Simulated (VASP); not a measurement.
VASP input:

**KPOINTS**
```
Regular mesh
0
gamma
9 9 3
0 0 0
```

### POSCAR
```
Ru
1
    2.7400700000     0.0000000000     0.0000000000
   -1.3700350000     2.3729710000     0.0000000000
    0.0000000000     0.0000000000     8.8161950000
Ru
4
Direct
  0.0000000000   0.0000000000   0.0000000000
  0.0000000000   0.0000000000   0.5000000000
  0.3333330000   0.6666670000   0.2500000000
  0.6666670000   0.3333330000   0.7500000000
```

### INCAR
```
ISMEAR  =  0   ! Gaussian
LREAL  =  .FALSE.   ! projection in real space or not
LMAXMIX  =  4   ! l cut-off of mixed one-centre charges
ENCUT  =  300   ! plane-wave cut-off (eV)
LCHARG  =  .FALSE.
SIGMA  =  0.1   ! width (eV)
ISIF  =  2
ALGO  =  Normal   ! blocked Davidson
NELM  =  100
SYSTEM  =  Ru
EDIFF  =  1E-6   ! SCF stop (eV)
PREC  =  Accurate
LWAVE  =  .FALSE.
LASPH  =  .TRUE.
```

POTCAR, in this order: Ru_pv (LDA.64 set). Program: vasp_std.

### Question
Translate this LDA calculation to Ansatz.

### Answer
One equivalent input (not run):
Ansatz 0.2 input:
```yaml
crystal:
  lattice:
    - [2.7400700, 0.0000000, 0.0000000]
    - [-1.3700350, 2.3729710, 0.0000000]
    - [0.0000000, 0.0000000, 8.8161950]
  atoms:
    - { symbol: Ru, position: [0.0000000, 0.0000000, 0.0000000] }
    - { symbol: Ru, position: [0.0000000, 0.0000000, 0.5000000] }
    - { symbol: Ru, position: [0.3333330, 0.6666670, 0.2500000] }
    - { symbol: Ru, position: [0.6666670, 0.3333330, 0.7500000] }
kpoints:
  mp_grid: { grid: [9, 9, 3] }
hamiltonian:
  xc: lda
  pseudopotentials: { kind: paw }
scf:
  occupations: { method: gaussian, width: 0.1 }
  max_iter: 100
output: { forces: true, stress: true, eigenvalues: true }
```
What does not carry over: each code has its own PAW files, so the cut-off isn't converted (ENCUT is set for VASP's; basis.ecutwfc is left out, and Ansatz then takes the one that its files recommend); Ansatz stops its SCF on the density residual and VASP on the energy change (EDIFF); Ansatz's lda is the Perdew-Wang form, while the LDA potentials of VASP carry Perdew-Zunger's.

The structure was generated: Ru was put into an ordered model structure, which need not be its known phase. The cell was not relaxed at this level.
